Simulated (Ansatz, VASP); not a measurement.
**Two plane-wave programs on KMgI3**

```xyz
5
Lattice="5.8523 0.0000 0.0000 0.0000 5.8523 0.0000 0.0000 0.0000 5.8523" Properties=species:S:1:pos:R:3 pbc="T T T"
K     0.0000    0.0000    0.0000
Mg    2.9262    2.9262    2.9262
I     2.9262    2.9262    0.0000
I     2.9262    0.0000    2.9262
I     0.0000    2.9262    2.9262
```

Alike in both runs: task single point; functional PBE; k mesh 4 × 4 × 4; no spin polarisation.

```csv
,VASP,Ansatz
version,VASP 6.6.1,Ansatz 0.2.0
potentials or method,"VASP PAW PBE potentials, release 64 (K_sv, Mg, I)","plane waves, PAW"
plane-wave cutoff (eV),520,420
occupations,"gaussian, width 0.01 eV",fixed
valence electrons in the cell,32,70
```

|  | VASP | Ansatz | Ansatz less VASP |
| --- | --- | --- | --- |
| gap on the k mesh at the Fermi level (eV) | 1.18 | 1.19 | +0.017 |
| pressure (GPa) | 0.0 | 0.0 | +0.03 |

The two sets of potentials don't hold the same shells in valence.

Caveats: spin-orbit coupling is left out, which moves the levels of the heavy elements. A k mesh can miss the band edges.
